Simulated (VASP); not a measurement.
Elastic constants (GPa) of a crystal from VASP 6.6.1 with PBEsol GGA, VASP's PBE PAW potentials (set 64):

```json
[
 {"": "xx", "xx": "71.4", "yy": "52.0", "zz": "52.0", "yz": "0.0", "xz": "0.0", "xy": "0.0"},
 {"": "yy", "xx": "52.0", "yy": "71.4", "zz": "52.0", "yz": "0.0", "xz": "0.0", "xy": "0.0"},
 {"": "zz", "xx": "52.0", "yy": "52.0", "zz": "71.4", "yz": "0.0", "xz": "0.0", "xy": "0.0"},
 {"": "yz", "xx": "0.0", "yy": "0.0", "zz": "0.0", "yz": "27.9", "xz": "0.0", "xy": "0.0"},
 {"": "xz", "xx": "0.0", "yy": "0.0", "zz": "0.0", "yz": "0.0", "xz": "27.9", "xy": "0.0"},
 {"": "xy", "xx": "0.0", "yy": "0.0", "zz": "0.0", "yz": "0.0", "xz": "0.0", "xy": "27.9"}
]
```

**Question.** Work out the Voigt, Reuss and Hill moduli, Young's modulus and Poisson's ratio.

**Answer.** All eigenvalues are positive (smallest 19.4 GPa), so the crystal is stable. K_V = (C11+C22+C33+2(C12+C13+C23))/9 = (214.2 + 2×156.0)/9 = 58.5 GPa; G_V = (214.2 − 156.0 + 3×83.7)/15 = 20.6 GPa. From the compliances, K_R = 58.5 GPa and G_R = 15.9 GPa. Hill: K = 58.5 GPa, G = 18.3 GPa, E = 9KG/(3K+G) = 49.7 GPa, ν = (3K−2G)/(2(3K+G)) = 0.358. K/G = 3.20, above Pugh's 1.75; universal anisotropy A^U = 1.47.

**Question.** With a density of 2.08 g/cm³, what are the mean sound speeds?

**Answer.** v_l = √((K+4G/3)/ρ) = 6.32 km/s and v_t = √(G/ρ) = 2.97 km/s. The crystal is MgS (space group F-43m), cubic.

The structure comes from a computed database's MgS entry (F-43m); how it stands against other phases isn't given here. It was relaxed first.
